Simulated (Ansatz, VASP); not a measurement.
**Two plane-wave programs on TaAsS**

INCAR

```
PREC = Accurate ; ENCUT = 520
EDIFF = 1E-6 ; ISMEAR = 0
SIGMA = 0.1 ; LREAL = False
LASPH = True ; NELM = 80
ALGO = Normal ; ISIF = 2
LWAVE = False ; LCHARG = True
LDIPOL = True ; IDIPOL = 3
DIPOL = 0.5 0.5 0.498 ; GGA = PE
LELF = True ; LVHAR = True
LVACPOTAV = True ; NBANDS = 18
```

KPOINTS

```
regular mesh
0
Gamma
  6 6 1
```

POSCAR

```
TaAsS
1.0
    3.3523448300      0.0000000000      0.0000000000
   -1.6761724100      2.9032164500      0.0000000000
    0.0000000000      0.0000000000     18.0000000000
Ta As S
1 1 1
Direct
    0.0000000000      0.0000000000      0.4953333300
    0.6666666700      0.3333333300      0.5890017100
    0.3333333300      0.6666666700      0.4109982900
```

Input for Ansatz:

```yaml
crystal:
  lattice:
    - [3.35234483, 0.0, 0.0]
    - [-1.67617241, 2.90321645, 0.0]
    - [0.0, 0.0, 18.0]
  atoms:
    - { symbol: Ta, position: [0.0, 0.0, 0.49533333] }
    - { symbol: As, position: [0.66666667, 0.33333333, 0.58900171] }
    - { symbol: S, position: [0.33333333, 0.66666667, 0.41099829] }
  periodic: [true, true, false]
basis:
  ecutwfc: 420
kpoints:
  mp_grid: { grid: [6, 6, 1] }
hamiltonian:
  xc: pbe
scf:
  occupations: { method: gaussian, width: 0.1 }
  lower_state_search: "off"
output:
  forces: true
  stress: true
  eigenvalues: true
```

Alike in both runs: task single point; functional PBE; k mesh 6 × 6 × 1; occupations gaussian, width 0.1 eV; no spin polarisation.

|  | VASP | Ansatz |
| --- | --- | --- |
| version | VASP 6.6.1 | Ansatz 0.2.0 |
| potentials or method | VASP PAW PBE potentials, release 64 (Ta_pv, As, S) | scalar-relativistic, plane waves, PAW |
| plane-wave cutoff (eV) | 520 | 420 |
| valence electrons in the cell | 22 | 34 |

VASP gave:

| Property | Result |
| --- | --- |
| gap on the k mesh at the Fermi level (eV) | none |
| rms of the force components (eV/Å) | 0.760 |

Problem. What did Ansatz give for the same quantities?

Solution. gap on the k mesh at the Fermi level (eV): none; rms of the force components (eV/Å): 0.743.

Atom by atom the forces differ by 0.017 eV/Å (rms over components). A gap of «none» marks a metal or a gap that the smearing closes. The two sets of potentials don't hold the same shells in valence. Ansatz warned: «slab_cell_height_set».

Caveats: the k mesh is coarse (spacing up to 0.36 Å⁻¹), so the values aren't converged. The runs have no spin-orbit coupling, so splittings on Ta are missing.
